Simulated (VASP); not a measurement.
## K(110): what the settings do to the level below the vacuum

How far does the level below the vacuum of K(110) depend on the numerical settings, and how far on the functional?

Method: PBE; plane waves and PAW (K_pv), in the first sound run; inputs show where later runs differ, in VASP 6.6.1.

Most raw output is cut from this account.

## (1) Starting point

The cell holds 7 atoms: 7 K. Its edges and angles: a = 4.529 Å, b = 4.529 Å, c = 40.189 Å, α = 90.0°, β = 90.0°, γ = 70.5°. Vacuum lies along c.

## (2) The base run

The base run sets the number that all others are held against.

INCAR

```
SYSTEM = K
PREC = Normal
ENCUT = 350
EDIFF = 1E-06
NELM = 120
ISMEAR = 1
SIGMA = 0.1
LREAL = .FALSE.
ALGO = Normal
GGA = PE
NBANDS = 31
LORBIT = 11
LWAVE = .FALSE.
LCHARG = .FALSE.
KPAR = 4
IDIPOL = 3
LDIPOL = .TRUE.
DIPOL = 0.5 0.5 0.5
LVHAR = .TRUE.
LVACPOTAV = .TRUE.
NEDOS = 1500
```

POSCAR

```
K
1.0
    3.6981684656     -2.6150000000      0.0000000000
    3.6981684656      2.6150000000      0.0000000000
    0.0000000000      0.0000000000     40.1890107936
K
7
Direct
    0.0000000000      0.0000000000      0.2239418145
    0.5000000000      0.5000000000      0.3159612097
    0.0000000000      0.0000000000      0.4079806048
    0.5000000000      0.5000000000      0.5000000000
    0.0000000000      0.0000000000      0.5920193952
    0.5000000000      0.5000000000      0.6840387903
    0.0000000000      0.0000000000      0.7760581855
```

KPOINTS

```
Automatic mesh
0
Gamma
6 6 1
0 0 0
```

PAW data sets: K_pv (PBE family, release 64).

Command:

```sh
$ mpirun -np 4 vasp_std
```

Wall time 91 s (4 MPI ranks of AMD EPYC 7R43, shared host); peak memory 1.5 GiB; 6 min of CPU time.

This run has no spin polarisation. Its electron count is odd, so without a moment it is a metal by construction.

This step gave:

```
electronic cycles                               : 24
electrons                                       : 49
free energy (TOTEN)                             : -6.896 eV
energy at zero smearing                         : -6.895 eV
Fermi energy                                    : -1.535 eV
labelled metallic, from the levels on this mesh : yes
dipole moment                                   : 0, 0, 0 e·Å
vacuum levels                                   : 0.838, 0.838 eV
work functions of the upper and lower face      : 2.373, 2.373 eV
highest filled level below the vacuum           : 2.373 eV
```

Zero at the Fermi level. The planar average of the electrostatic potential by height:

```
height (Å)  planar average of the electrostatic potential (eV)
         0                                                2.37
         1                                                2.37
         2                                                2.37
         3                                                2.37
         4                                                2.37
         5                                                2.35
         6                                                2.26
         7                                                1.85
         8                                               0.591
         9                                               0.846
        10                                               0.916
        11                                                1.71
        12                                               0.784
        13                                               0.918
        14                                                1.38
        15                                                1.50
        16                                               0.900
        17                                               0.841
        18                                                1.69
        19                                                1.03
        20                                               0.967
        21                                               0.876
        22                                                1.78
        23                                               0.825
        24                                               0.932
        25                                                1.21
        26                                                1.64
        27                                               0.889
        28                                               0.824
        29                                                1.55
        30                                                1.15
        31                                               0.864
        32                                               0.543
        33                                                1.68
        34                                                2.22
        35                                                2.34
        36                                                2.37
        37                                                2.37
        38                                                2.37
        39                                                2.37
        40                                                2.37
```

Density of states in the PAW spheres, an atom over height of the layer and energy from the Fermi level.

Ten even steps from '_' (0.000 states/eV) to '@' (0.258 states/eV), each cell a mean:
```
@@%%@@@@@@%%@@
%%@@@@%%@@@@%%
**++**++**++**
======++======
==++++==++++==
::::::::::::::
__..........__
______________
______________
______________
______________
______________
______________
______________
______________
______________
______________
______________
______________
______________
______________
______________
```
Columns: height of the layer (Å) from 9 to 31.2; rows upwards: energy from the Fermi level (eV) from -7.9 to 0.5.

The highest filled level lies 2.37 eV below the vacuum at the upper face.

Only the dipole across the slab is computed (IDIPOL = 3); zeros along the plane are no results.

The map of layer states is cut here 0.5 eV above the Fermi level, so it leaves out the states above that.

## (3) Another mesh, mesh points along a 3, k-mesh 3×3×1

The mesh decides how well the Fermi level or the band edge is found.

Changes to INCAR since step 2:

```diff
@@ -14,3 +14,3 @@
 LCHARG = .FALSE.
-KPAR = 4
+NCORE = 4
 IDIPOL = 3
@@ -20,2 +20 @@
 LVACPOTAV = .TRUE.
-NEDOS = 1500
```

POSCAR is that of step 2.

KPOINTS

```
Automatic mesh
0
Gamma
3 3 1
0 0 0
```

Command:

```sh
$ mpirun -np 4 vasp_std
```

Elapsed: 26 s, on 4 MPI ranks; peak memory 0.58 GiB; 99 s of CPU time.

This step gave:

```
electronic cycles                          : 23
free energy (TOTEN)                        : -7.194 eV
energy at zero smearing                    : -7.189 eV
Fermi energy                               : -1.597 eV
vacuum levels                              : 0.752, 0.752 eV
work functions of the upper and lower face : 2.349, 2.349 eV
highest filled level below the vacuum      : 2.349 eV
```

Force by atom:

```
atom  x (eV/Å)  y (eV/Å)  z (eV/Å)    size
  K1    0.0000    0.0000    0.0393  0.0393
  K2    0.0000    0.0000   -0.0511  0.0511
  K3    0.0000    0.0000    0.0138  0.0138
  K4    0.0000    0.0000    0.0000  0.0000
  K5    0.0000    0.0000   -0.0138  0.0138
  K6    0.0000    0.0000    0.0511  0.0511
  K7    0.0000    0.0000   -0.0393  0.0393
```

Against the base run its depth below the vacuum changes by -0.02 eV and the energy by -42.0 meV an atom.

## (4) Another mesh, mesh points along a 3, k-mesh 3×3×1 (run 2)

INCAR is that of step 3.

POSCAR is that of step 3.

KPOINTS is that of step 3.

Command:

```sh
$ mpirun -np 4 vasp_std
```

Elapsed: 28 s, on 4 MPI ranks; peak memory 0.6 GiB.

Against the base run its depth below the vacuum changes by -0.02 eV and the energy by -42.0 meV an atom.

## (5) Another mesh, mesh points along a 9, k-mesh 9×9×1

Changes to INCAR since step 4:

```diff
@@ -14,3 +14,3 @@
 LCHARG = .FALSE.
-NCORE = 4
+KPAR = 4
 IDIPOL = 3
```

POSCAR is that of step 4.

KPOINTS

```
Automatic mesh
0
Gamma
9 9 1
0 0 0
```

Command:

```sh
$ mpirun -np 4 vasp_std
```

It took 2.1 min on 4 MPI ranks; peak memory 1.8 GiB.

Against the base run its depth below the vacuum changes by +0.00 eV and the energy by -6.8 meV an atom.

## (6) Comparing the runs

Times are for 4 MPI ranks of AMD EPYC 7R43, shared host. The runs compared:

```
no.  mesh points along a  highest filled level below the vacuum (eV)  energy at zero smearing (eV)     time  memory (GiB)
  1                    3                                       2.349                        -7.189     26 s          0.58
  2                    3                                       2.349                        -7.189     28 s           0.6
  3                    9                                       2.376                        -6.943  2.1 min           1.8
```

## (7) Another vacuum, vacuum width 5

Too little vacuum lets the faces of neighbouring images overlap, and too much only costs plane waves.

INCAR is that of step 5.

POSCAR

```
K
1.0
    3.6981684656     -2.6150000000      0.0000000000
    3.6981684656      2.6150000000      0.0000000000
    0.0000000000      0.0000000000     27.1890107936
K
7
Direct
    0.0000000000      0.0000000000      0.0919489134
    0.5000000000      0.5000000000      0.2279659423
    0.0000000000      0.0000000000      0.3639829711
    0.5000000000      0.5000000000      0.5000000000
    0.0000000000      0.0000000000      0.6360170289
    0.5000000000      0.5000000000      0.7720340577
    0.0000000000      0.0000000000      0.9080510866
```

KPOINTS

```
Automatic mesh
0
Gamma
6 6 1
0 0 0
```

Command:

```sh
$ mpirun -np 4 vasp_std
```

Wall time 38 s (4 MPI ranks); peak memory 1 GiB.

This step gave:

```
electronic cycles       : 14
free energy (TOTEN)     : -7.021 eV
energy at zero smearing : -7.019 eV
Fermi energy            : -1.181 eV
```

Force by atom:

```
atom  x (eV/Å)  y (eV/Å)  z (eV/Å)    size
  K1    0.0000    0.0000   -0.0786  0.0786
  K2    0.0000    0.0000    0.0064  0.0064
  K3    0.0000    0.0000    0.0009  0.0009
  K4    0.0000    0.0000    0.0000  0.0000
  K5    0.0000    0.0000   -0.0009  0.0009
  K6    0.0000    0.0000   -0.0064  0.0064
  K7    0.0000    0.0000    0.0786  0.0786
```

The program found no flat vacuum in this gap and printed no vacuum level, so no level below the vacuum can be given.

## (8) Another vacuum, vacuum width 8

INCAR is that of step 7.

POSCAR

```
K
1.0
    3.6981684656     -2.6150000000      0.0000000000
    3.6981684656      2.6150000000      0.0000000000
    0.0000000000      0.0000000000     30.1890107936
K
7
Direct
    0.0000000000      0.0000000000      0.1324985448
    0.5000000000      0.5000000000      0.2549990299
    0.0000000000      0.0000000000      0.3774995149
    0.5000000000      0.5000000000      0.5000000000
    0.0000000000      0.0000000000      0.6225004851
    0.5000000000      0.5000000000      0.7450009701
    0.0000000000      0.0000000000      0.8675014552
```

KPOINTS is that of step 7.

Command:

```sh
$ mpirun -np 4 vasp_std
```

Elapsed: 64 s, on 4 MPI ranks; peak memory 1.1 GiB; 4.2 min of CPU time.

The program found no flat vacuum in this gap and printed no vacuum level, so no level below the vacuum can be given.

## (9) Another vacuum, vacuum width 24

INCAR is that of step 8.

POSCAR

```
K
1.0
    3.6981684656     -2.6150000000      0.0000000000
    3.6981684656      2.6150000000      0.0000000000
    0.0000000000      0.0000000000     46.1890107936
K
7
Direct
    0.0000000000      0.0000000000      0.2598020567
    0.5000000000      0.5000000000      0.3398680378
    0.0000000000      0.0000000000      0.4199340189
    0.5000000000      0.5000000000      0.5000000000
    0.0000000000      0.0000000000      0.5800659811
    0.5000000000      0.5000000000      0.6601319622
    0.0000000000      0.0000000000      0.7401979433
```

KPOINTS is that of step 8.

Command:

```sh
$ mpirun -np 4 vasp_std
```

The job ended after 1.7 min (4 MPI ranks; peak memory 1.6 GiB).

Against the base run its depth below the vacuum changes by +0.00 eV and the energy by -0.0 meV an atom.

## (10) Comparing the runs

Times are for 4 MPI ranks of AMD EPYC 7R43, shared host. Results by setting:

```
no.  vacuum width  electronic cycles  free energy (TOTEN) (eV)     time  memory (GiB)
  1             5                 14                    -7.021     38 s           1.0
  2             8                 18                    -6.903     64 s           1.1
  3            24                 24                    -6.896  1.7 min           1.6
```

## (11) A lower cutoff, ENCUT 210

A lower cutoff is cheaper, and the test is whether a potential difference survives it better than the total energy.

Changes to INCAR since step 9:

```diff
@@ -2,3 +2,3 @@
 PREC = Normal
-ENCUT = 350
+ENCUT = 210
 EDIFF = 1E-06
```

POSCAR

```
K
1.0
    3.6981684656     -2.6150000000      0.0000000000
    3.6981684656      2.6150000000      0.0000000000
    0.0000000000      0.0000000000     40.1890107936
K
7
Direct
    0.0000000000      0.0000000000      0.2239418145
    0.5000000000      0.5000000000      0.3159612097
    0.0000000000      0.0000000000      0.4079806048
    0.5000000000      0.5000000000      0.5000000000
    0.0000000000      0.0000000000      0.5920193952
    0.5000000000      0.5000000000      0.6840387903
    0.0000000000      0.0000000000      0.7760581855
```

KPOINTS is that of step 9.

Command:

```sh
$ mpirun -np 4 vasp_std
```

Wall time 36 s (4 MPI ranks); peak memory 0.77 GiB.

Numbers from this step:

```yaml
energy_at_zero_smearing: -6.896 eV
fermi_energy: -1.535 eV
vacuum_levels: 0.839, 0.839 eV
work_functions_of_the_upper_and_lower_face: 2.374, 2.374 eV
highest_filled_level_below_the_vacuum: 2.374 eV
```

Against the base run its depth below the vacuum changes by +0.00 eV and the energy by -0.1 meV an atom.

## (12) A lower cutoff, ENCUT 280

Changes to INCAR since step 11:

```diff
@@ -2,3 +2,3 @@
 PREC = Normal
-ENCUT = 210
+ENCUT = 280
 EDIFF = 1E-06
```

POSCAR is that of step 11.

KPOINTS is that of step 11.

Command:

```sh
$ mpirun -np 4 vasp_std
```

Elapsed: 62 s, on 4 MPI ranks; peak memory 1.1 GiB; 4 min of CPU time.

Against the base run its depth below the vacuum changes by +0.00 eV and the energy by -0.1 meV an atom.

## (13) Another smearing width, SIGMA 0.02

The width trades sharpness at the Fermi level against the mesh needed.

Changes to INCAR since step 12:

```diff
@@ -2,3 +2,3 @@
 PREC = Normal
-ENCUT = 280
+ENCUT = 350
 EDIFF = 1E-06
@@ -6,3 +6,3 @@
 ISMEAR = 1
-SIGMA = 0.1
+SIGMA = 0.02
 LREAL = .FALSE.
```

POSCAR is that of step 12.

KPOINTS is that of step 12.

Command:

```sh
$ mpirun -np 4 vasp_std
```

Elapsed: 83 s, on 4 MPI ranks; peak memory 1.5 GiB.

This step gave:

- free energy (TOTEN): -6.894 eV
- energy at zero smearing: -6.893 eV
- Fermi energy: -1.540 eV
- work functions of the upper and lower face: 2.379, 2.379 eV
- highest filled level below the vacuum: 2.379 eV

Against the base run its depth below the vacuum changes by +0.01 eV and the energy by +0.2 meV an atom.

## (14) Another smearing width, SIGMA 0.4

Changes to INCAR since step 13:

```diff
@@ -6,3 +6,3 @@
 ISMEAR = 1
-SIGMA = 0.02
+SIGMA = 0.4
 LREAL = .FALSE.
```

POSCAR is that of step 13.

KPOINTS is that of step 13.

Command:

```sh
$ mpirun -np 4 vasp_std
```

The job ended after 86 s (4 MPI ranks; peak memory 1.5 GiB).

Numbers from this step:

* electronic cycles: 23
* free energy (TOTEN): -6.908 eV
* energy at zero smearing: -6.900 eV
* Fermi energy: -1.538 eV
* vacuum levels: 0.831, 0.831 eV
* work functions of the upper and lower face: 2.369, 2.369 eV
* highest filled level below the vacuum: 2.369 eV

Against the base run its depth below the vacuum changes by -0.00 eV and the energy by -0.7 meV an atom.

## (15) All levels side by side

Times are for 4 MPI ranks of AMD EPYC 7R43, shared host. The runs compared:

```
no.                       run  electronic cycles  cutoff used less the lowest (eV)  free energy (TOTEN) (eV)  highest filled level below the vacuum (eV)  time  memory (GiB)
  1                  base run                 24                               140                    -6.896                                       2.373  91 s           1.5
  2    series over the cutoff                 24                                 0                    -6.896                                       2.374  36 s          0.77
  3    series over the cutoff                 24                                70                    -6.896                                       2.374  62 s           1.1
  4  series over the smearing                 24                               140                    -6.894                                       2.379  83 s           1.5
  5  series over the smearing                 23                               140                    -6.908                                       2.369  86 s           1.5
```

## (16) Another level, functional LDA, disp none

This step: LDA; plane waves and PAW (K_pv) (VASP 6.6.1).

Beside the numerical settings stands the choice of exchange and correlation.

Changes to INCAR since step 14:

```diff
@@ -6,6 +6,6 @@
 ISMEAR = 1
-SIGMA = 0.4
+SIGMA = 0.1
 LREAL = .FALSE.
 ALGO = Normal
-GGA = PE
+GGA = CA
 NBANDS = 31
```

POSCAR is that of step 14.

KPOINTS is that of step 14.

Command:

```sh
$ mpirun -np 4 vasp_std
```

Elapsed: 76 s, on 4 MPI ranks; peak memory 1.2 GiB.

The PAW data sets were made with PBE, though LDA sets exist; this is a small mismatch.

Numbers from this step:

```yaml
electronic_cycles: 24
free_energy_toten: -7.851 eV
energy_at_zero_smearing: -7.851 eV
fermi_energy: -1.713 eV
vacuum_levels: 0.795, 0.795 eV
work_functions_of_the_upper_and_lower_face: 2.508, 2.508 eV
highest_filled_level_below_the_vacuum: 2.508 eV
```

Against the base run its depth below the vacuum changes by +0.13 eV.

(Continued in part 2 of 2.)

[Lines on the potential files, build, host, timing and source positions are cut from VASP's logs without a mark.]

[Logs are printed without paths, hosts, clocks, repeated set-up lines and the standing remarks that a program may print on its own settings, such as how far it seeks lower states.]

[Hosts, paths, dates, database ids (printed as entryN), source tags and the programs' standing remarks are cut or masked in the printed files.]

[In band tables of VASP the shares of atoms and orbitals are scaled to a sum of 1 inside the atoms' spheres.]

[Runs that stopped without an error message from VASP are left out.]
